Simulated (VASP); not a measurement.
# Beryllium: input slips in a phonon run and what they do

Some phonon runs on Beryllium get a fault in the input on purpose. Which of them show, and how? The starting structure is a measured crystal structure from the Crystallography Open Database.

Method: Kohn-Sham DFT with plane waves and PAW; LDA, in VASP 6.6.1.

## 1. Starting point

Symmetry: P6_3/mmc, No. 194, hexagonal system. Conventional cell: a = 2.285 Å, b = 2.285 Å, c = 3.584 Å, α = 90.00°, β = 90.00°, γ = 120.00°. Nearest to Be lie 12 Be at 2.23 to 2.29 Å.

Coordinates:

```
Be
1.0
     2.28530    0.00000    0.00000
    -1.14265    1.97913    0.00000
     0.00000    0.00000    3.58420
Be
2
Direct
  0.66667 0.33333 0.75000
  0.33333 0.66667 0.25000
```

## 2. Reference modes

The cell comes from a relaxation at this level, not shown (15.14 Å³).

Input file INCAR:

```
SYSTEM = Be
PREC = Accurate
ENCUT = 450
EDIFF = 1E-08
NELM = 100
ISMEAR = 1
SIGMA = 0.15
LREAL = .FALSE.
ALGO = Normal
GGA = CA
NBANDS = 8
LORBIT = 11
LWAVE = .FALSE.
LCHARG = .FALSE.
KPAR = 4
IBRION = 8
ISIF = 2
```

Input file POSCAR:

```
Be
1.0
    2.2275526839      0.0000000000      0.0000000000
   -1.1137763420      1.9291172126      0.0000000000
    0.0000000000      0.0000000000      3.5227364091
Be
2
Direct
    0.6666666667      0.3333333333      0.7500000000
    0.3333333333      0.6666666667      0.2500000000
```

Input file KPOINTS:

```
Automatic mesh
0
Gamma
22 22 12
0 0 0
```

The projector-augmented-wave data sets are Be (LDA family, release 64).

Launch:

```
$ mpirun -np 4 vasp_std
```

Log:

```text
[banner, memory and clock lines left out]
running    4 mpi-ranks, on    1 nodes
 distrk:  each k-point on    1 cores,    4 groups
 distr:  one band on    1 cores,    1 groups

 POSCAR found type information on POSCAR Be
 POSCAR found :  1 types and       2 ions
 LDA part: xc-table for (Slater(with rela. corr.)+CA(PZ))
 , standard interpolation
 POSCAR, INCAR and KPOINTS ok, starting setup
 FFT: planning ... GRIDC
 FFT: planning ... GRID_SOFT
 FFT: planning ... GRID
 WAVECAR not read
 entering main loop
       N       E                     dE             d eps       ncg     rms          rms(c)
DAV:   1    -0.558150775901E+01   -0.55815E+01   -0.16980E+03  6056   0.366E+02
DAV:   2    -0.846871221658E+01   -0.28872E+01   -0.28076E+01  9032   0.348E+01
DAV:   3    -0.847691695265E+01   -0.82047E-02   -0.82039E-02  6064   0.195E+00
DAV:   4    -0.847691808530E+01   -0.11327E-05   -0.11329E-05  8216   0.264E-02
DAV:   5    -0.847691808511E+01    0.18723E-09   -0.63673E-10  6080   0.120E-04    0.127E+00
DAV:   6    -0.843808019649E+01    0.38838E-01   -0.27253E-03  7384   0.375E-01    0.769E-01
DAV:   7    -0.842025211328E+01    0.17828E-01   -0.44911E-03  7904   0.469E-01    0.199E-02
DAV:   8    -0.842024313758E+01    0.89757E-05   -0.74978E-06  6232   0.262E-02    0.529E-03
DAV:   9    -0.842024213172E+01    0.10059E-05   -0.54945E-07  7760   0.617E-03    0.487E-04
DAV:  10    -0.842024212010E+01    0.11623E-07   -0.18513E-09  5328   0.374E-04    0.110E-04
DAV:  11    -0.842024211894E+01    0.11544E-08   -0.25590E-10  3024   0.130E-04
   1 F= -.84202421E+01 E0= -.84202858E+01  d E =0.131105E-03
 Linear response reoptimize wavefunctions to high precision
DAV:   1    -0.842024211887E+01    0.69392E-10   -0.36755E-12  3816   0.185E-05
 Linear response DOF=           2
 Linear response progress:
  Degree of freedom:   1/  2
       N       E                     dE             d eps       ncg     rms          rms(c)
RMM:   1    -0.727132319809E-02   -0.72713E-02   -0.28688E-03 56684   0.286E-01
RMM:   2    -0.722612181676E-02    0.45201E-04   -0.24151E-05 42282   0.243E-02    0.258E-02
RMM:   3    -0.723530608408E-02   -0.91843E-05   -0.75427E-07 42527   0.606E-03    0.154E-02
RMM:   5    -0.726996189559E-02    0.39041E-07   -0.70354E-10 43419   0.224E-04    0.123E-04
RMM:   6    -0.726991034021E-02    0.51555E-07    0.13031E-10 43746   0.877E-05    0.543E-06
RMM:   7    -0.726991131459E-02   -0.97438E-09    0.18549E-10 41386   0.331E-06    0.165E-06
 first order change of Fermi-energy   0.26457E-05
 force on displaced ion       1 direction 1 :  -3.901  -0.000   0.000
 Linear response progress:
  Degree of freedom:   2/  2
       N       E                     dE             d eps       ncg     rms          rms(c)
RMM:   1    -0.184877175247E-01   -0.18488E-01    0.26631E-02 20432   0.676E-01
RMM:   2    -0.169250399019E-01    0.15627E-02   -0.51234E-03 13601   0.675E-02    0.115E-01
RMM:   3    -0.158333312906E-01    0.10917E-02   -0.12214E-03 13506   0.930E-02    0.427E-02
RMM:   4    -0.159099028328E-01   -0.76572E-04   -0.42989E-04 13726   0.531E-02    0.405E-03
RMM:   5    -0.158786504149E-01    0.31252E-04    0.15419E-05 14332   0.301E-03    0.699E-04
RMM:   6    -0.158807037595E-01   -0.20533E-05    0.25651E-06 14132   0.506E-04    0.878E-05
RMM:   7    -0.158808162246E-01   -0.11247E-06    0.27327E-07 14703   0.327E-05    0.132E-05
RMM:   8    -0.158808282976E-01   -0.12073E-07    0.21302E-08 13600   0.532E-06    0.924E-07
RMM:   9    -0.158808299379E-01   -0.16403E-08    0.27201E-09 10833   0.594E-07    0.322E-07
 first order change of Fermi-energy   0.21333E-04
 force on displaced ion       1 direction 3 :  -0.000  -0.000  -8.379
 Linear response finished
```

Wall time 60 s (4 MPI ranks of AMD EPYC 7R43, shared host); peak memory 1.5 GiB.

Lines that name or quote the potential files are left out of all logs, and their timing lines are given in words.

From OUTCAR (step 2):

```text
ion  position               nearest neighbor table
   1  0.667  0.333  0.750-   2 2.18   2 2.18   2 2.18   2 2.18   2 2.18   2 2.18
   2  0.333  0.667  0.250-   1 2.18   1 2.18   1 2.18   1 2.18   1 2.18   1 2.18

  LATTYP: Found a hexagonal cell.
 ALAT       =     2.2275526839
 C/A-ratio  =     1.5814379766

 Subroutine GETGRP returns: Found 24 space group operations
 (whereof 12 operations were pure point group operations)

The static configuration has the point symmetry D_3d.
 The point group associated with its full space group is D_6h.

 Found    364 irreducible k-points:

   k-points           NKPTS =    364   k-points in BZ     NKDIM =    364   number of bands    NBANDS=      8

   dimension x,y,z NGX =    16 NGY =   16 NGZ =   24
   dimension x,y,z NGXF=    32 NGYF=   32 NGZF=   48

   ENCUT  =  450.0 eV  33.07 Ry    5.75 a.u.   3.85  3.85  6.09*2*pi/ulx,y,z

   NELECT =       4.0000    total number of electrons

 k-points in reciprocal lattice and weights: Automatic mesh
   0.00000000  0.00000000  0.00000000       0.000
   0.04545455 -0.00000000  0.00000000       0.001
   0.09090909 -0.00000000  0.00000000       0.001
   0.13636364 -0.00000000  0.00000000       0.001
   0.18181818  0.00000000  0.00000000       0.001
   0.22727273 -0.00000000  0.00000000       0.001
   0.27272727 -0.00000000  0.00000000       0.001
   0.31818182  0.00000000  0.00000000       0.001
   0.36363636 -0.00000000  0.00000000       0.001
[...]
0.36363636  0.27272727  0.50000000       0.001
   0.31818182  0.31818182  0.50000000       0.001

 average (electrostatic) potential at core
       1 -29.8463       2 -29.8463

  Total        0.0002111      0.0002111      0.0000681     -0.0000000      0.0000000      0.0000000
  in kB        0.0223466      0.0223466      0.0072100     -0.0000000      0.0000000      0.0000000
  external PRESSURE =       0.0173010 kB  Pullay stress =       0.0000000 kB

  energy-cutoff  :      450.00
  volume of cell :       15.14
      direct lattice vectors                 reciprocal lattice vectors
     2.227552684  0.000000000  0.000000000     0.448923165  0.259185910  0.000000000
    -1.113776342  1.929117213  0.000000000     0.000000000  0.518371820  0.000000000
     0.000000000  0.000000000  3.522736409     0.000000000  0.000000000  0.283870232

 POSITION                                       TOTAL-FORCE (eV/Angst)
 -----------------------------------------------------------------------------------
      1.11378      0.64304      2.64205        -0.000000      0.000000      0.000000
     -0.00000      1.28608      0.88068         0.000000     -0.000000      0.000000
 -----------------------------------------------------------------------------------
    total drift:                                0.000000     -0.000000      0.000000

 Eigenvectors and eigenvalues of the dynamical matrix
 ----------------------------------------------------

   1 f  =   21.316848 THz   133.937704 2PiTHz  711.053499 cm-1    88.159358 meV
             X         Y         Z           dx          dy          dz
      1.113776  0.643039  2.642052     0.000000    0.000000   -0.707107
     -0.000000  1.286078  0.880684     0.000000    0.000000    0.707107

   2 f  =   14.544292 THz    91.384484 2PiTHz  485.145370 cm-1    60.150333 meV
             X         Y         Z           dx          dy          dz
      1.113776  0.643039  2.642052    -0.206178    0.676380    0.000000
     -0.000000  1.286078  0.880684     0.206178   -0.676380    0.000000

   3 f  =   14.544292 THz    91.384484 2PiTHz  485.145370 cm-1    60.150333 meV
             X         Y         Z           dx          dy          dz
      1.113776  0.643039  2.642052    -0.676380   -0.206178   -0.000000
     -0.000000  1.286078  0.880684     0.676380    0.206178    0.000000

   4 f  =    0.000000 THz     0.000001 2PiTHz    0.000007 cm-1     0.000001 meV
             X         Y         Z           dx          dy          dz
      1.113776  0.643039  2.642052     0.178718   -0.684149   -0.000000
     -0.000000  1.286078  0.880684     0.178718   -0.684149    0.000000

   5 f  =    0.000000 THz     0.000001 2PiTHz    0.000004 cm-1     0.000001 meV
             X         Y         Z           dx          dy          dz
      1.113776  0.643039  2.642052    -0.684149   -0.178718   -0.000000
     -0.000000  1.286078  0.880684    -0.684149   -0.178718    0.000000

   6 f  =    0.000000 THz     0.000000 2PiTHz    0.000000 cm-1     0.000000 meV
             X         Y         Z           dx          dy          dz
      1.113776  0.643039  2.642052     0.000000   -0.000000    0.707107
     -0.000000  1.286078  0.880684     0.000000    0.000000    0.707107

 ELASTIC MODULI CONTR FROM IONIC RELAXATION (kBar)
 Direction    XX          YY          ZZ          XY          YZ          ZX
 --------------------------------------------------------------------------------
 XX        -145.5425    145.5425     -0.0000      0.0000      0.0000      0.0000
 YY         145.5425   -145.5425      0.0000      0.0000     -0.0000     -0.0000
 ZZ          -0.0000      0.0000     -0.0000      0.0000      0.0000      0.0000
 XY           0.0000      0.0000      0.0000   -145.5425      0.0000      0.0000
 YZ           0.0000     -0.0000      0.0000      0.0000     -0.0000     -0.0000
 ZX           0.0000     -0.0000      0.0000      0.0000     -0.0000     -0.0000
 --------------------------------------------------------------------------------
```

The log as kept lacks single lines of electronic cycles.

Energies printed during the response cycles are not total energies of the cell.

Reference: the zone-centre modes are B1g 711.1, E2g 485.1 cm⁻¹.

## 3. Modes with finite displacements, else as the reference

Against step 2 the input has IBRION = 6, NFREE = 2 and POTIM = 0.015 (also changed: NSW).

Edit INCAR of step 2 so:

```diff
@@ -15,3 +15,6 @@
 KPAR = 4
-IBRION = 8
+IBRION = 6
+NFREE = 2
+POTIM = 0.015
+NSW = 1
 ISIF = 2
```

POSCAR is that of step 2.

KPOINTS is that of step 2.

Launch:

```
$ mpirun -np 4 vasp_std
```

Log:

```text
[... set-up lines as in an earlier step ...]
 entering main loop
       N       E                     dE             d eps       ncg     rms          rms(c)
[... 11 cycles as in an earlier step ...]
   1 F= -.84202421E+01 E0= -.84202858E+01  d E =0.131105E-03
[...]
2 F= -.84198037E+01 E0= -.84198451E+01  d E =0.124229E-03
[...]
3 F= -.84198037E+01 E0= -.84198452E+01  d E =0.124229E-03
[...]
4 F= -.84193028E+01 E0= -.84193477E+01  d E =0.134499E-03
[...]
5 F= -.84193028E+01 E0= -.84193476E+01  d E =0.134499E-03
 Finite differences progress:
  Degree of freedom:   2/  2
  Displacement:        2/  2
  Total:               4/  4
```

Run time: 43 s. Hardware: 4 MPI ranks; peak memory 1.2 GiB.

From OUTCAR (step 3):

```text
  Total        0.0012529      0.0012529      0.0041941     -0.0000000      0.0000000     -0.0000000
  in kB        0.1326034      0.1326034      0.4439015     -0.0000000      0.0000000     -0.0000000
  external PRESSURE =       0.2363694 kB  Pullay stress =       0.0000000 kB

 POSITION                                       TOTAL-FORCE (eV/Angst)
 -----------------------------------------------------------------------------------
      1.11378      0.64304      2.62705         0.000000      0.000000      0.125255
     -0.00000      1.28608      0.88068        -0.000000      0.000000     -0.125255
 -----------------------------------------------------------------------------------
    total drift:                               -0.000000     -0.000000     -0.000001

  FREE ENERGIE OF THE ION-ELECTRON SYSTEM (eV)
  ---------------------------------------------------
  free  energy   TOTEN  =        -8.4193028149 eV

  energy  without entropy=       -8.4194373143  energy(sigma->0) =       -8.41934765

[... 2 parts as in an earlier step ...]

[... 1 further part left out ...]
[key lines of the parts left out:]
E-fermi :   7.3004
```

The last energy, forces and stress in OUTCAR belong to the last displaced cell, not to that of POSCAR.

With finite displacements, else as the reference the modes are B1g 709.9, E2g 484.9 cm⁻¹; the largest shift is -1.2 cm⁻¹, in B1g, from the reference.

## 4. Modes with low precision and real-space projectors

A slip made on purpose: low precision and real-space projectors. Against step 2 the input has PREC = Low, LREAL = Auto, IBRION = 6, NFREE = 2 and POTIM = 0.015 (also changed: NELM and NSW).

Edit INCAR of step 3 so:

```diff
@@ -1,9 +1,9 @@
 SYSTEM = Be
-PREC = Accurate
+PREC = Low
 ENCUT = 450
 EDIFF = 1E-08
-NELM = 100
+NELM = 60
 ISMEAR = 1
 SIGMA = 0.15
-LREAL = .FALSE.
+LREAL = Auto
 ALGO = Normal
```

POSCAR is that of step 3.

KPOINTS is that of step 3.

Launch:

```
$ mpirun -np 4 vasp_std
```

Log:

```text
[banner, memory and clock lines left out]
running    4 mpi-ranks, on    1 nodes
[...]
|                                                                             |
|               ----> ADVICE to this user running VASP <----                  |
|                                                                             |
|     You have a (more or less) 'small supercell' and for smaller cells       |
|     it is recommended to use the reciprocal-space projection scheme!        |
|     The real-space optimization is not efficient for small cells and it     |
|     is also less accurate ...                                               |
|     Therefore, set LREAL=.FALSE. in the INCAR file.                         |
|                                                                             |

 LDA part: xc-table for (Slater(with rela. corr.)+CA(PZ))
 , standard interpolation
 POSCAR, INCAR and KPOINTS ok, starting setup
[...]
entering main loop
       N       E                     dE             d eps       ncg     rms          rms(c)
DAV:   1    -0.558372547698E+01   -0.55837E+01   -0.16980E+03  6056   0.366E+02
DAV:   2    -0.846983296853E+01   -0.28861E+01   -0.28064E+01  9032   0.347E+01
DAV:   3    -0.847803223380E+01   -0.81993E-02   -0.81984E-02  6064   0.195E+00
DAV:   4    -0.847803336630E+01   -0.11325E-05   -0.11327E-05  8240   0.264E-02
[...]
DAV:   9    -0.842141167536E+01    0.99981E-06   -0.54637E-07  7760   0.616E-03    0.486E-04
DAV:  10    -0.842141166408E+01    0.11284E-07   -0.18510E-09  5328   0.374E-04    0.111E-04
DAV:  11    -0.842141166309E+01    0.99205E-09   -0.25549E-10  3024   0.129E-04
   1 F= -.84214117E+01 E0= -.84214551E+01  d E =0.130281E-03
[... from here on, the cycles between the ionic steps are left out ...]
   2 F= -.84212262E+01 E0= -.84212673E+01  d E =0.123485E-03
   3 F= -.84212262E+01 E0= -.84212674E+01  d E =0.123483E-03
   4 F= -.84205414E+01 E0= -.84205859E+01  d E =0.133662E-03
   5 F= -.84205414E+01 E0= -.84205859E+01  d E =0.133662E-03
 Finite differences progress:
  Degree of freedom:   2/  2
  Displacement:        2/  2
  Total:               4/  4
```

It took 36 s on 4 MPI ranks; peak memory 1 GiB.

OUTCAR, selected parts (step 4):

```text
  Total        0.0049851      0.0049851      0.0893320     -0.0000000      0.0000000     -0.0000000
  in kB        0.5276106      0.5276106      9.4547677     -0.0000000      0.0000000     -0.0000000
  external PRESSURE =       3.5033296 kB  Pullay stress =       0.0000000 kB

 POSITION                                       TOTAL-FORCE (eV/Angst)
 -----------------------------------------------------------------------------------
      1.11378      0.64304      2.62705        -0.000000      0.000000      0.127663
     -0.00000      1.28608      0.88068         0.000000     -0.000000     -0.127663
 -----------------------------------------------------------------------------------
    total drift:                                0.000000      0.000000      0.000001

  FREE ENERGIE OF THE ION-ELECTRON SYSTEM (eV)
  ---------------------------------------------------
  free  energy   TOTEN  =        -8.4205413509 eV

  energy  without entropy=       -8.4206750130  energy(sigma->0) =       -8.42058590

[... 2 parts as in an earlier step ...]

[... 1 further part left out ...]
[key lines of the parts left out:]
E-fermi :   7.3000
```

With low precision and real-space projectors the modes are B1g 716.6, E2g 442.0 cm⁻¹; the largest shift is -42.9 cm⁻¹, in E2g, from finite displacements, else as the reference.

## 5. Modes with a loose electronic threshold

A slip made on purpose: a loose electronic threshold. Against step 2 the input has EDIFF = 1E-04, IBRION = 6, NFREE = 2 and POTIM = 0.015 (also changed: NELM and NSW).

Edit INCAR of step 4 so:

```diff
@@ -1,5 +1,5 @@
 SYSTEM = Be
-PREC = Low
+PREC = Accurate
 ENCUT = 450
-EDIFF = 1E-08
+EDIFF = 1E-04
 NELM = 60
@@ -7,3 +7,3 @@
 SIGMA = 0.15
-LREAL = Auto
+LREAL = .FALSE.
 ALGO = Normal
```

POSCAR is that of step 4.

KPOINTS is that of step 4.

Launch:

```
$ mpirun -np 4 vasp_std
```

Log:

```text
[... set-up lines as in an earlier step ...]
 entering main loop
       N       E                     dE             d eps       ncg     rms          rms(c)
[... 4 cycles as in an earlier step ...]
DAV:   5    -0.847691808511E+01    0.18733E-09   -0.63582E-10  5368   0.120E-04    0.127E+00
DAV:   6    -0.843808019647E+01    0.38838E-01   -0.27253E-03  7384   0.375E-01    0.769E-01
DAV:   7    -0.842025211214E+01    0.17828E-01   -0.44911E-03  7904   0.469E-01    0.199E-02
DAV:   8    -0.842024312927E+01    0.89829E-05   -0.74244E-06  3976   0.262E-02
   1 F= -.84202431E+01 E0= -.84202868E+01  d E =0.131100E-03
[...]
2 F= -.84198049E+01 E0= -.84198463E+01  d E =0.124271E-03
[...]
3 F= -.84198081E+01 E0= -.84198496E+01  d E =0.124317E-03
[...]
4 F= -.84193234E+01 E0= -.84193682E+01  d E =0.134585E-03
[...]
5 F= -.84193028E+01 E0= -.84193476E+01  d E =0.134501E-03
 Finite differences progress:
  Degree of freedom:   2/  2
  Displacement:        2/  2
  Total:               4/  4
```

Run time: 26 s. Hardware: 4 MPI ranks; peak memory 1.2 GiB; 99 s of CPU time.

Parts of OUTCAR (step 5):

```text
  Total        0.0012349      0.0012349      0.0041929     -0.0000000      0.0000000      0.0000000
  in kB        0.1306951      0.1306951      0.4437737     -0.0000000      0.0000000      0.0000000
  external PRESSURE =       0.2350546 kB  Pullay stress =       0.0000000 kB

 POSITION                                       TOTAL-FORCE (eV/Angst)
 -----------------------------------------------------------------------------------
      1.11378      0.64304      2.62705         0.000000      0.000000      0.125367
     -0.00000      1.28608      0.88068        -0.000000      0.000000     -0.125367
 -----------------------------------------------------------------------------------
    total drift:                                0.000000      0.000000      0.000007

  FREE ENERGIE OF THE ION-ELECTRON SYSTEM (eV)
  ---------------------------------------------------
  free  energy   TOTEN  =        -8.4193027609 eV

  energy  without entropy=       -8.4194372618  energy(sigma->0) =       -8.41934759

[... 2 parts as in an earlier step ...]

[... 1 further part left out ...]
[key lines of the parts left out:]
E-fermi :   7.3004
```

With a loose electronic threshold the modes are B1g 710.6, E2g 483.6 cm⁻¹; the largest shift is -1.3 cm⁻¹, in E2g, from finite displacements, else as the reference.

(Continued in part 2 of 2.)

[Lines on the potential files, build, host, timing and source positions are cut from VASP's logs without a mark.]

[Logs are printed without paths, hosts, clocks, repeated set-up lines and the standing remarks that a program may print on its own settings, such as how far it seeks lower states.]

[Hosts, paths, dates, database ids (printed as entryN), source tags and the programs' standing remarks are cut or masked in the printed files.]
